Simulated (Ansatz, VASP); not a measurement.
**NaBe2Se2 in VASP and in Ansatz**

```xyz
5
Lattice="3.6723 0.0734 0.0000 -1.7725 3.1436 0.0000 0.0000 0.0000 8.0112" Properties=species:S:1:pos:R:3 pbc="T T T"
Na    0.0000    0.0000    4.0056
Be    0.0424    2.1202    1.1728
Be    0.0424    2.1202    6.8384
Se    1.8574    1.0968    1.8307
Se    1.8574    1.0968    6.1804
```

Change from the starting cell: strain = 0.04.

Alike in both runs: task single point; functional PBE; k mesh 6 × 6 × 3; occupations fermi-dirac, width 0.05 eV; no spin polarisation.

```csv
,VASP,Ansatz
version,VASP 6.6.1,Ansatz 0.2.0
potentials or method,"VASP PAW PBE potentials, release 64 (Na_pv, Be, Se)",Ansatz PAW
plane-wave cutoff (eV),520,420
valence electrons in the cell,23,45
```

VASP gave:

```
gap on the k mesh at the Fermi level (eV)       : none
pressure (GPa)                                  : 0.2
largest component of the traceless stress (GPa) : 2.31
rms of the force components (eV/Å)              : 0.082
```

Task: What did Ansatz give for the same quantities?

Result: gap on the k mesh at the Fermi level (eV): none; pressure (GPa): 0.1; largest component of the traceless stress (GPa): 2.30; rms of the force components (eV/Å): 0.080.

Atom by atom the forces differ by 0.005 eV/Å (rms over components). A gap of «none» marks a metal or a gap that the smearing closes. The two sets of potentials don't hold the same shells in valence.
